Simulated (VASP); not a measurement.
A run of VASP 6.6.1:

Contents of INCAR:

```
SYSTEM = Cs2InAgBr6
PREC = Accurate
ENCUT = 600
EDIFF = 1E-7
ISMEAR = 1
SIGMA = 0.1
LREAL = .FALSE.
LASPH = .TRUE.
NELM = 80
ALGO = Normal
ISIF = 3
LWAVE = .FALSE.
LCHARG = .FALSE.
GGA = PS
IBRION = 2
NSW = 90
EDIFFG = -0.005
KPAR = 4
```

The input KPOINTS:

```
Automatic mesh
0
G
  6 6 6
  0 0 0
```

The input POSCAR:

```
Cs2InAgBr6                              
1.0
    0.0000000000      5.4564876865      5.4564876865
    5.4564876865      0.0000000000      5.4564876865
    5.4564876865      5.4564876865      0.0000000000
  Cs              In              Ag              Br            
     2     1     1     6
Direct
     0.7500000000000000    0.7500000000000000    0.7500000000000000
     0.2500000000000000    0.2500000000000000    0.2500000000000000
     0.0000000000000000    0.0000000000000000    0.0000000000000000
     0.5000000000000000    0.5000000000000000    0.5000000000000000
     0.7532579779875469    0.2467420220124531    0.2467420220124531
     0.2467420220124531    0.2467420220124531    0.7532579779875469
     0.2467420220124531    0.7532579779875469    0.7532579779875469
     0.2467420220124531    0.7532579779875469    0.2467420220124531
     0.7532579779875469    0.2467420220124531    0.7532579779875469
     0.7532579779875469    0.7532579779875469    0.2467420220124531
```

Potentials or basis: VASP PAW PBE potentials, release 64 (Cs_sv, In_d, Ag, Br).

Launch:

```bash
$ cat potpaw_PBE.64/Cs_sv/POTCAR potpaw_PBE.64/In_d/POTCAR potpaw_PBE.64/Ag/POTCAR potpaw_PBE.64/Br/POTCAR > POTCAR
$ mpirun -np 4 vasp_std > vasp.out
```

Hardware: 4 MPI ranks on AMD EPYC 9R45 (Zen 5), with other jobs on the host.

**Question.** How long does it take, and how much memory?

**Answer.** Wall time 2.4 min on 4 MPI ranks on AMD EPYC 9R45 (Zen 5) (shared host), peak memory 0.85 GiB a rank. Counts: scf iterations 23, k points 16, ion steps 2.
